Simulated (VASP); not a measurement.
Data:

```
KF
1.0
    0.00000     2.65578     2.65578
    2.65578     0.00000     2.65578
    2.65578     2.65578     0.00000
K F
1 1
Direct
  0.00000   0.00000   0.00000
  0.50000   0.50000   0.50000
```

Calculation: PBEsol GGA, VASP's PBE PAW potentials (set 64) (plane waves; VASP). Numerical set-up: 520 eV cut-off, 11×11×11 Γ-centred mesh, Gaussian smearing of 0.010 eV, potentials K_sv F.

Problem. Give the direction-averaged independent-particle dielectric function (no local fields, no excitons; a broadening of 0.1 eV leaves a tail below the gap, and fine structure carries the noise of the k-mesh).

Solution. 
```
ħω (eV)    ε₁    ε₂
-------  ----  ----
0.00     2.12  0.00
0.70     2.12  0.00
1.50     2.14  0.00
2.30     2.16  0.00
3.10     2.19  0.01
3.90     2.25  0.01
4.70     2.32  0.01
5.50     2.45  0.02
6.20     2.71  0.13
7.00     2.65  0.57
7.80     2.80  0.62
8.60     2.60  0.91
9.40     2.57  1.39
10.20    1.95  1.50
11.00    1.59  0.64
11.80    1.92  1.40
12.50    1.67  0.83
13.30    1.74  0.90
14.10    1.45  0.73
14.90    1.95  0.45
15.70    1.98  0.58
16.50    1.82  0.53
17.30    2.44  0.58
18.10    3.10  1.75
```
ε₂ peaks at 8.5 eV (height 1.1), 10.0 eV (height 1.9), 10.4 eV (height 1.9), 11.9 eV (height 1.5), 13.7 eV (height 1.4); ε₁(0) averages 2.12, so the electronic refractive index below the gap tends to √2.12 = 1.46.

The compound is KF in the rock salt structure. It was relaxed first.
